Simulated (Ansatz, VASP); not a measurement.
## Cross-check of Ge (Germanium) between VASP and Ansatz

One calculation is typed for both programs; each brings its own data sets and cutoff. How far apart do they land? The cell is taken from a series of VASP runs on this material, whose earlier steps may have relaxed, scaled or displaced it; both programs get it as it stands.

Program: Ansatz 0.2.0. Level of theory: plane waves, with VASP 6.6.1 beside it; zone-centre phonons at PBEsol and band structure at HSE06. Results are calculated unless marked as measured.

**1. Set-up**

Symmetry: Fd-3m, No. 227, cubic system. Conventional cell: a = 5.664 Å, b = 5.664 Å, c = 5.664 Å, α = 90.00°, β = 90.00°, γ = 90.00°. Nearest to Ge lie 4 Ge at 2.45 Å.

**2. Ansatz: zone-centre phonons, PBEsol**

Ansatz runs on its default PAW (the set named soft_2) files.

Second derivatives magnify differences that forces hide, and they need a tight electronic threshold.

The input, input.yaml:

```yaml
crystal:
  lattice:
    - [0.0, 2.8320545834, 2.8320545834]
    - [2.8320545834, 0.0, 2.8320545834]
    - [2.8320545834, 2.8320545834, 0.0]
  atoms:
    - { symbol: Ge, position: [0.0, 0.0, 0.0] }
    - { symbol: Ge, position: [0.25, 0.25, 0.25] }
hamiltonian:
  xc: pbesol
  pseudopotentials: { kind: paw }
kpoints:
  mp_grid: { grid: [12, 12, 12] }
scf:
  occupations: { method: methfessel_paxton, width: 0.2 }
phonons:
  method: dfpt
  qpoints: [[0, 0, 0]]
```

Run with:

```console
$ ansatz run input.yaml --threads 4 --pin off --max-ram 9216MiB --backend cpu --events-out ev --progress --plain --runs-dir out
```

Numbers of over 12 decimals in the logs are rounded to 6 here.

The program printed:

```text
zone centre: on kpoints.mp_grid the ground state, and the responses unless they are solved on pairs of k-points, stand on 163 of the mesh's 1728 k-points, reduced under 8 symmetry operations, with k and −k counted as one. Each operation leaves every solved displacement unchanged or reverses it
Engine: ansatz 0.2.0, aarch64-unknown-linux-gnu
Pseudopotentials: kind: paw
Pseudopotential: Ge, paw, valence charge 14, recommended cutoff 420 eV (normal), Ge.paw.azcp
Functional definition: PBEsol
  exchange = pbesol_x
  correlation = pbesol_c
Crystal: 2 atoms, lattice volume = 45.429 Å³
Basis set: ecut = 420 eV, 893 PW (Γ), exchange–correlation on 64×64×64 points (8 copies of the dense FFT grid, shifted against one another)
Bands: 18, of which v1, the nominal top of the filled ones, is band 14 counted from 1 (13 counted from 0)
Symmetry: 48 space group operations
k-points: 163 of 1728 (irreducible under 8 space group operations, time reversal used)
Non-local potential: Ge, projectors of the file, l = 0: 2, l = 1: 2, l = 2: 3, l = 3: 1
PAW form: soft (Blöchl's): semilocal exchange-correlation on the pseudo side does not see the compensation charge
PAW frozen core: Ge, regenerated for the run's functional, and the local potential with it (the file was generated under x = pbe(κ = 0.804, μ = 0.219515), c = pbe(β = 0.066725))
PAW one-centre angular grid: Ge, 590 points (default); XC on 64 Gauss nodes
Initial density: superposition of atomic densities (neutral atoms: chi_scale 0, normalization atom), corrected by the library's trained network
Initial wavefunctions: pseudopotential atomic-orbital guess
Functional: x = pbesol(κ = 0.804, μ = 0.123457), c = pbesol(β = 0.046)
SCF iter   1: F=—  HF=-8506.993676 eV  |F-HF|=—  |Δ(HF+E_count)|=         —  Δρ=2.63e-3  dr2=3.73e-3  ethr=1.77e-3  ⟨swp⟩=5.0  Hψ=12553  notcnv=0
preconditioner: auto → Kerker (q_TF=auto, 2.517 Å⁻¹)  [metal: Δε(μ)=0.102 eV  Ē_g=23.342 eV  σ=0.200 eV  W_gap=0.39  n_scr=14 (ndim 8)  ℏωp=29.2 eV  f_vac=0.080  D(μ)=0.07/eV (n_scr^D=0)]
SCF iter   2: F=—  HF=-8506.992479 eV  |F-HF|=—  |Δ(HF+E_count)|=   1.20e-3  S|Δr|=    0.00e0  Δρ=1.77e-3  dr2=1.89e-3  ethr=1.33e-5  ⟨swp⟩=1.7  Hψ=4628  notcnv=0
SCF iter   3: F=—  HF=-8506.992564 eV  |F-HF|=—  |Δ(HF+E_count)|=   8.53e-5  S|Δr|=    0.00e0  Δρ=8.50e-4  dr2=2.20e-4  ethr=6.74e-6  ⟨swp⟩=2.0  Hψ=5217  notcnv=0
SCF iter   4: F=—  HF=-8506.992522 eV  |F-HF|=—  |Δ(HF+E_count)|=   4.21e-5  S|Δr|=    0.00e0  Δρ=3.88e-4  dr2=1.20e-4  ethr=7.86e-7  ⟨swp⟩=2.0  Hψ=5217  notcnv=0
SCF iter   5: F=—  HF=-8506.992477 eV  |F-HF|=—  |Δ(HF+E_count)|=   4.50e-5  S|Δr|=    0.00e0  Δρ=2.04e-4  dr2=1.14e-5  ethr=4.29e-7  ⟨swp⟩=2.0  Hψ=5217  notcnv=0
SCF iter   6: F=—  HF=-8506.992489 eV  |F-HF|=—  |Δ(HF+E_count)|=   1.19e-5  S|Δr|=    0.00e0  Δρ=3.99e-5  dr2=2.89e-7  ethr=4.09e-8  ⟨swp⟩=2.6  Hψ=5158  notcnv=0
SCF iter   7: F=—  HF=-8506.992489 eV  |F-HF|=—  |Δ(HF+E_count)|=   3.18e-7  S|Δr|=    0.00e0  Δρ=1.76e-5  dr2=5.62e-8  ethr=1.03e-9  ⟨swp⟩=2.0  Hψ=5154  notcnv=0
SCF iter   8: F=—  HF=-8506.992489 eV  |F-HF|=—  |Δ(HF+E_count)|=   4.18e-8  S|Δr|=    0.00e0  Δρ=5.19e-6  dr2=5.09e-9  ethr=2.01e-10  ⟨swp⟩=2.0  Hψ=4947  notcnv=0
SCF iter   9: F=—  HF=-8506.992489 eV  |F-HF|=—  |Δ(HF+E_count)|=   5.10e-9  S|Δr|=    0.00e0  Δρ=4.76e-7  dr2=4.18e-11  ethr=1.82e-11  ⟨swp⟩=2.0  Hψ=5217  notcnv=0
SCF iter  10: F=-8506.992489 eV  HF=-8506.992489 eV  |F-HF|=0.00e0  |Δ(HF+E_count)|=  4.18e-11  S|Δr|=    0.00e0  Δρ=1.64e-8  dr2=6.26e-14  ethr=1.00e-12  ⟨swp⟩=5.0  Hψ=12589  notcnv=0
SCF 1 converged in 10 iterations: F = -8506.992489 eV  dr2 = 6.26e-14
  greatest PAW one-centre occupation: 0.998 electrons in one spin orbital (limit 2), on the Ge atom at site 1 (counted from 0), in its partial waves of l = 2
DFPT response loops at Γ: preconditioner auto → Kerker (q_TF=auto, 2.517 Å⁻¹) (partly filled bands, converged f_vac=0.056); β = 1.00, the filter's whole step (`scf.mixing.beta` (0.50) is not read by the response loops under this deck's `scf.mixing.preconditioner`; to damp them name `kerker` or `kerker_dos`, under which they read `scf.mixing.beta`, and type it under 1.00, their step now; both keys bind the ground state too); Broyden in place of MSR1
SCF converged after 10 iterations
Stability not checked: this state was not tested for a lower state beside it, because cold or Methfessel-Paxton smearing, or corrected tetrahedra, fill the levels in a way that the test cannot read (fill_not_monotonic; see scf.lower_state_search)
Free energy (F): -8506.992489 eV
Harris-Foulkes:  -8506.992489 eV  (|F-HF|=0.00e0)
Internal energy: -8506.992708 eV  (E = F + TS)
E sigma→0 (E₀):  -8506.992544 eV
Entropy (-TS):   0.000219 eV (0.110 meV/atom)
Fermi energy:    8.404021 eV
Step filling:    the computed levels leave a gap of 0.0000 eV = 0.0 smearing widths at the electron count; against every level under it full and every level over it empty, smearing changes F+E_penalty+E_count by +0.166 meV and its σ→0 estimate by +0.111 meV
--- Per-component energies (eV) ---
  E_band       = -303.541031
  E_kinetic    = 223.162646
  E_local      = -4949.014858  (includes V_loc(G=0)·N_el)
  E_nonlocal   = 840.344969
  E_hartree    = 2169.073739
  E_xc         = -149.978218
  E_vxc        = -129.518825  (∫ρ·V_xc dr)
  E_paw        = -3958.266562  (= ΣΔE_a)
  E_vpaw       = -626.663188  (= ΣTr[D̂ρ^β])
  E_aug_tail   = 0.000740  (compensation charges beyond the density's cutoff)
  E_ewald      = -2684.151037
  E_core_change = 1.835872  (= ΣΔE_core)
  E_smearing   = 0.000219  (= −TS)
  E_closure    = 0.000000  (closes the sum)
  Σ components = -8506.992489   (vs F -8506.992489, Δ=0.00e0)
--- Band table (eV; the first three rows and the last of 163) ---
  k-point 0: bands = [... 10 lower, -4.3728, 8.3490, 8.3968, 8.3968, 8.3968, 10.9218, 10.9218, 10.9218]
  k-point 1: bands = [... 10 lower, -4.2880, 6.8339, 8.2295, 8.2295, 9.3115, 11.1448, 11.1448, 11.3022]
  k-point 2: bands = [... 10 lower, -4.0367, 5.2083, 7.8745, 7.8745, 9.2925, 11.6121, 11.6121, 12.4899]
  k-point 162: bands = [... 10 lower, -0.3927, -0.3927, 4.4760, 4.4760, 12.6646, 12.6646, 13.0275, 13.0275]
--- Phonons (Γ-DFPT): 1 representative perturbation + reference, on 163 of 1728 k-points (Σ response iterations 3) ---
  k mesh reduced under 8 symmetry operations, with k and −k counted as one. Each operation leaves every solved displacement unchanged or reverses it
  ASR residual: 4.040e-6 → 0.000e0 eV/Å²; symmetrization residual: 5.595e-13 eV/Å²
  ASR residual per site (eV/Å²): 4.04e-6 4.04e-6
  Γ frequencies (cm⁻¹): 0.00 0.00 0.00 284.31 284.31 284.31
  non-analytic LO–TO correction: not included (Born effective charges unavailable; polar crystals: no LO–TO splitting at Γ)
--- Phonons (arbitrary-q DFPT): 1 explicit q-point ---
  q = [0, 0, 0] (of the zone-centre solve; hermiticity 7.75e-14, symmetrization 4.61e-14): -0.00 0.00 0.00 284.31 284.31 284.31
  sum rule: each row above includes the acoustic sum rule's correction from the zone centre's row sums; it moved no ω² by more than (0.12 cm⁻¹)²
```

Wall time 7 s (4 threads of Arm Neoverse V2, shared host); peak memory 0.68 GiB; 25 s of CPU time.

Reading the cycles: dr2 is the Hartree energy of the density residual (eV), the measure of convergence; HF is the Harris–Foulkes estimate of the energy, which meets the free energy F at convergence.

**3. VASP: zone-centre phonons, PBEsol**

The same cell, functional, mesh and smearing now go to VASP, with its own data sets and cutoff.

Lines of VASP's logs that name or quote its potential files are left out, and so is its time.

The input, INCAR:

```
SYSTEM = Ge
PREC = Accurate
ENCUT = 410
EDIFF = 1E-08
NELM = 100
ISMEAR = 1
SIGMA = 0.2
LREAL = .FALSE.
ALGO = Normal
GGA = PS
NBANDS = 20
LORBIT = 11
LWAVE = .FALSE.
LCHARG = .FALSE.
KPAR = 2
IBRION = 8
ISIF = 2
```

The input, POSCAR:

```
Ge
1.0
    0.0000000000      2.8320545834      2.8320545834
    2.8320545834      0.0000000000      2.8320545834
    2.8320545834      2.8320545834      0.0000000000
Ge
2
Direct
    0.0000000000      0.0000000000      0.0000000000
    0.2500000000      0.2500000000      0.2500000000
```

The input, KPOINTS:

```
Automatic mesh
0
Gamma
12 12 12
0 0 0
```

PAW data sets: Ge_d (PBE family, release 64).

Run with:

```console
$ mpirun -np 2 vasp_std
```

The program printed:

```text
[banner, memory and clock lines left out]
running    2 mpi-ranks, on    1 nodes
 distrk:  each k-point on    1 cores,    2 groups
 distr:  one band on    1 cores,    1 groups

 POSCAR found type information on POSCAR Ge
 POSCAR found :  1 types and       2 ions
|                                                                             |
|               ----> ADVICE to this user running VASP <----                  |
|                                                                             |
|     You enforced a specific xc type in the INCAR file but a different       |
|     [... a line on the potential file left out ...]
|     I HOPE YOU KNOW WHAT YOU ARE DOING!                                     |
|                                                                             |

 LDA part: xc-table for (Slater+PW92), standard interpolation
 POSCAR, INCAR and KPOINTS ok, starting setup
 FFT: planning ... GRIDC
 FFT: planning ... GRID_SOFT
 FFT: planning ... GRID
 WAVECAR not read
 entering main loop
       N       E                     dE             d eps       ncg     rms          rms(c)
DAV:   1     0.167951993381E+03    0.16795E+03   -0.13037E+04  3096   0.335E+03
DAV:   2     0.133677175231E+02   -0.15458E+03   -0.15096E+03  2884   0.539E+02
DAV:   3    -0.932188306309E+01   -0.22690E+02   -0.22537E+02  3256   0.136E+02
DAV:   4    -0.100105518786E+02   -0.68867E+00   -0.68804E+00  3216   0.282E+01
DAV:   5    -0.100219708550E+02   -0.11419E-01   -0.11419E-01  3264   0.388E+00    0.324E+00
DAV:   6    -0.992448061528E+01    0.97490E-01   -0.33636E-02  3784   0.232E+00    0.186E+00
DAV:   7    -0.987513065848E+01    0.49350E-01   -0.60791E-02  3144   0.256E+00    0.161E-01
DAV:   8    -0.987612740676E+01   -0.99675E-03   -0.70547E-03  3236   0.125E+00    0.458E-02
DAV:   9    -0.987620821086E+01   -0.80804E-04   -0.34130E-04  3680   0.322E-01    0.137E-02
DAV:  10    -0.987622184409E+01   -0.13633E-04   -0.28540E-05  3296   0.641E-02    0.506E-03
DAV:  11    -0.987622298214E+01   -0.11380E-05   -0.64298E-06  3952   0.404E-02    0.197E-03
DAV:  12    -0.987622270660E+01    0.27554E-06   -0.12247E-06  3728   0.205E-02    0.284E-04
DAV:  13    -0.987622265846E+01    0.48144E-07   -0.30187E-08  3196   0.211E-03    0.146E-04
DAV:  14    -0.987622264724E+01    0.11216E-07   -0.43346E-09  1900   0.132E-03    0.192E-05
DAV:  15    -0.987622264912E+01   -0.18763E-08   -0.56680E-10  1660   0.267E-04
   1 F= -.98762226E+01 E0= -.98763069E+01  d E =0.252667E-03
 Linear response reoptimize wavefunctions to high precision
DAV:   1    -0.987622265210E+01   -0.29850E-08   -0.13686E-10  1728   0.161E-04
DAV:   2    -0.987622265216E+01   -0.56389E-10   -0.36227E-11  1624   0.735E-05
 Linear response DOF=           1
 Linear response progress:
  Degree of freedom:   1/  1
       N       E                     dE             d eps       ncg     rms          rms(c)
RMM:   1    -0.186529635111E+00   -0.18653E+00    0.82520E+00 13631   0.443E+01
RMM:   2    -0.193715514644E+00   -0.71859E-02   -0.13001E-02 18101   0.107E+00    0.742E-02
RMM:   3    -0.193752716900E+00   -0.37202E-04   -0.91125E-04 19105   0.309E-01    0.431E-02
RMM:   4    -0.193670015714E+00    0.82701E-04   -0.56477E-05 20331   0.744E-02    0.446E-03
RMM:   5    -0.193673032802E+00   -0.30171E-05    0.91798E-07 19582   0.166E-02    0.231E-03
RMM:   6    -0.193682820563E+00   -0.97878E-05   -0.13014E-07 20026   0.464E-03    0.298E-04
RMM:   7    -0.193682018509E+00    0.80205E-06    0.19674E-08 20511   0.144E-03    0.181E-04
RMM:   8    -0.193681091112E+00    0.92740E-06   -0.11198E-07 20740   0.529E-04    0.393E-05
RMM:   9    -0.193680986012E+00    0.10510E-06    0.42165E-08 20871   0.212E-04    0.180E-05
RMM:  10    -0.193681118679E+00   -0.13267E-06   -0.20202E-08 21105   0.910E-05    0.520E-06
RMM:  11    -0.193681152914E+00   -0.34235E-07   -0.28701E-08 21357   0.458E-05    0.255E-06
RMM:  12    -0.193681172199E+00   -0.19285E-07   -0.16920E-08 20683   0.269E-05    0.157E-06
RMM:  13    -0.193681186780E+00   -0.14581E-07   -0.80894E-09 19599   0.191E-05    0.311E-07
RMM:  14    -0.193681188740E+00   -0.19607E-08   -0.68495E-09 17032   0.151E-05    0.873E-08
 first order change of Fermi-energy   0.20130E-03
 force on displaced ion       1 direction 1 : -10.666   0.000   0.000
 Linear response finished
```

From OUTCAR (step 3):

```text
ion  position               nearest neighbor table
   1  0.000  0.000  0.000-   2 2.45   2 2.45   2 2.45   2 2.45
   2  0.250  0.250  0.250-   1 2.45   1 2.45   1 2.45   1 2.45

  LATTYP: Found a face centered cubic cell.
 ALAT       =     5.6641091668

 Subroutine GETGRP returns: Found 48 space group operations
 (whereof 24 operations were pure point group operations)

The static configuration has the point symmetry T_d .
 The point group associated with its full space group is O_h .

 Found     72 irreducible k-points:

   k-points           NKPTS =     72   k-points in BZ     NKDIM =     72   number of bands    NBANDS=     20

   dimension x,y,z NGX =    28 NGY =   28 NGZ =   28
   dimension x,y,z NGXF=    56 NGYF=   56 NGZF=   56

   ENCUT  =  410.0 eV  30.13 Ry    5.49 a.u.   6.61  6.61  6.61*2*pi/ulx,y,z

   NELECT =      28.0000    total number of electrons

 k-points in reciprocal lattice and weights: Automatic mesh
   0.00000000  0.00000000  0.00000000       0.001
   0.08333333  0.00000000  0.00000000       0.005
   0.16666667  0.00000000  0.00000000       0.005
   0.25000000  0.00000000  0.00000000       0.005
   0.33333333  0.00000000  0.00000000       0.005
   0.41666667  0.00000000  0.00000000       0.005
   0.50000000  0.00000000  0.00000000       0.002
   0.08333333  0.08333333  0.00000000       0.003
   0.16666667  0.08333333  0.00000000       0.014
[...]
-0.33333333  0.50000000  0.16666667       0.007
  -0.25000000  0.50000000  0.25000000       0.003

 average (electrostatic) potential at core
       1 -74.1876       2 -74.1876

  Total       -0.0212225     -0.0212225     -0.0212225      0.0000000      0.0000000      0.0000000
  in kB       -0.7484655     -0.7484655     -0.7484655      0.0000000      0.0000000      0.0000000
  external PRESSURE =      -0.7484655 kB  Pullay stress =       0.0000000 kB

  energy-cutoff  :      410.00
  volume of cell :       45.43
      direct lattice vectors                 reciprocal lattice vectors
     0.000000000  2.832054583  2.832054583    -0.176550270  0.176550270  0.176550270
     2.832054583  0.000000000  2.832054583     0.176550270 -0.176550270  0.176550270
     2.832054583  2.832054583  0.000000000     0.176550270  0.176550270 -0.176550270

 POSITION                                       TOTAL-FORCE (eV/Angst)
 -----------------------------------------------------------------------------------
      0.00000      0.00000      0.00000         0.000000      0.000000     -0.000000
      1.41603      1.41603      1.41603        -0.000000     -0.000000      0.000000
 -----------------------------------------------------------------------------------
    total drift:                                0.000000      0.000000      0.000000

 Eigenvectors and eigenvalues of the dynamical matrix
 ----------------------------------------------------

   1 f  =    8.473433 THz    53.240147 2PiTHz  282.643289 cm-1    35.043286 meV
             X         Y         Z           dx          dy          dz
      0.000000  0.000000  0.000000     0.000000   -0.707107    0.000000
      1.416027  1.416027  1.416027     0.000000    0.707107    0.000000

   2 f  =    8.473433 THz    53.240147 2PiTHz  282.643289 cm-1    35.043286 meV
             X         Y         Z           dx          dy          dz
      0.000000  0.000000  0.000000    -0.707107    0.000000    0.000000
      1.416027  1.416027  1.416027     0.707107    0.000000    0.000000

   3 f  =    8.473433 THz    53.240147 2PiTHz  282.643289 cm-1    35.043286 meV
             X         Y         Z           dx          dy          dz
      0.000000  0.000000  0.000000     0.000000    0.000000   -0.707107
      1.416027  1.416027  1.416027     0.000000    0.000000    0.707107

   4 f  =    0.000000 THz     0.000000 2PiTHz    0.000000 cm-1     0.000000 meV
             X         Y         Z           dx          dy          dz
      0.000000  0.000000  0.000000     0.707107    0.000000    0.000000
      1.416027  1.416027  1.416027     0.707107    0.000000    0.000000

   5 f  =    0.000000 THz     0.000000 2PiTHz    0.000000 cm-1     0.000000 meV
             X         Y         Z           dx          dy          dz
      0.000000  0.000000  0.000000     0.000000    0.707107    0.000000
      1.416027  1.416027  1.416027     0.000000    0.707107    0.000000

   6 f  =    0.000000 THz     0.000000 2PiTHz    0.000000 cm-1     0.000000 meV
             X         Y         Z           dx          dy          dz
      0.000000  0.000000  0.000000     0.000000    0.000000    0.707107
      1.416027  1.416027  1.416027     0.000000    0.000000    0.707107

 ELASTIC MODULI CONTR FROM IONIC RELAXATION (kBar)
 Direction    XX          YY          ZZ          XY          YZ          ZX
 --------------------------------------------------------------------------------
 XX          -0.0000     -0.0000     -0.0000      0.0000     -0.0000      0.0000
 YY          -0.0000     -0.0000      0.0000      0.0000     -0.0000     -0.0000
 ZZ          -0.0000      0.0000     -0.0000     -0.0000     -0.0000      0.0000
 XY           0.0000      0.0000     -0.0000   -217.6023      0.0000      0.0000
 YZ          -0.0000     -0.0000     -0.0000      0.0000   -217.6023      0.0000
 ZX           0.0000     -0.0000      0.0000      0.0000      0.0000   -217.6023
 --------------------------------------------------------------------------------
```

**4. Side by side**

Known differences besides the potentials themselves: the cutoff is 420 eV in Ansatz and 410 eV in VASP; Ansatz makes its cores anew for this functional, VASP keeps those of its PBE data sets; VASP leaves aspherical gradient terms in its spheres out (LASPH is not set), Ansatz keeps them. Total energies have different zeros and are not compared.

Both answers:

| quantity | Ansatz | VASP | difference |
| --- | --- | --- | --- |
| optical mode 1 to 3 (cm⁻¹) | 284.3 | 282.6 | +0.59 % |

Modes are paired by rising frequency and degeneracy, not by their patterns, so a pair may still set unlike modes beside each other.

(Continued in part 2 of 2.)

[Lines on the potential files, build, host, timing and source positions are cut from VASP's logs without a mark.]

[Logs are printed without paths, hosts, clocks, repeated set-up lines and the standing remarks that a program may print on its own settings, such as how far it seeks lower states.]

[Hosts, paths, dates, database ids (printed as entryN), source tags and the programs' standing remarks are cut or masked in the printed files.]
